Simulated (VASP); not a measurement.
Calculation: PBE GGA, VASP's PBE PAW potentials (set 64) (plane waves; VASP).

Input for VASP

INCAR:
```
SYSTEM  =  CuAu
PREC  =  Accurate; ENCUT  =  520; LREAL  =  .FALSE.
LASPH  =  .TRUE.
EDIFF  =  1E-7; NELM  =  100; ALGO  =  Normal
LMAXMIX  =  6
ISMEAR  =  1; SIGMA  =  0.1
GGA  =  PE
IBRION  =  2; NSW  =  30; ISIF  =  4
EDIFFG  =  -0.01
LWAVE  =  .FALSE.; LCHARG  =  .FALSE.
```

### KPOINTS
```
Automatic mesh
0
Gamma
13 13 10
0 0 0
```

POSCAR:
```
CuAu
1
    2.8945364295     0.0000000000    -0.0000000000
    0.0000000000     2.8945364295    -0.0000000000
    0.0000000000     0.0000000000     3.7981348156
Cu Au
1 1
Direct
  0.0000000000   0.0000000000   0.0000000000
  0.5000000000   0.5000000000   0.5000000000
```

POTCAR, in this order: Cu Au (PBE.64 set). Program: vasp_std.

Unless said otherwise, spin-orbit coupling is left out, though it shifts the bands of the heavy elements here.

Q: Estimate the energy per atom (σ→0), band gap (on the k-mesh).

A: 
```json
{
 "energy per atom (σ→0)": "-3.511 eV/atom",
 "band gap (on the k-mesh)": "none (metal, semimetal or under 0.01 eV)"
}
```

File OSZICAR:
```
...
DAV:   2    -0.702267708536E+01    0.14277E-02   -0.19754E-03  7327   0.115E+00    0.184E-01
DAV:   3    -0.702220518935E+01    0.47190E-03   -0.22955E-03  6224   0.159E+00    0.136E-01
DAV:   4    -0.702192219361E+01    0.28300E-03   -0.11930E-03  6298   0.113E+00    0.226E-02
DAV:   5    -0.702192520178E+01   -0.30082E-05   -0.39988E-05  5478   0.684E-02    0.155E-02
DAV:   6    -0.702192534140E+01   -0.13962E-06   -0.40141E-06  7476   0.485E-02    0.353E-03
DAV:   7    -0.702192517749E+01    0.16390E-06   -0.92445E-07  6361   0.303E-02    0.880E-04
DAV:   8    -0.702192518049E+01   -0.29918E-08   -0.23408E-08  2779   0.189E-03
   3 F= -.70219252E+01 E0= -.70218503E+01  d E =-.185957E-03
```

The compound is CuAu in the L1_0 structure. This cell is one point of a volume scan, at 1.06 of the reference volume. Symmetry was kept, so distortions that lower it aren't found.
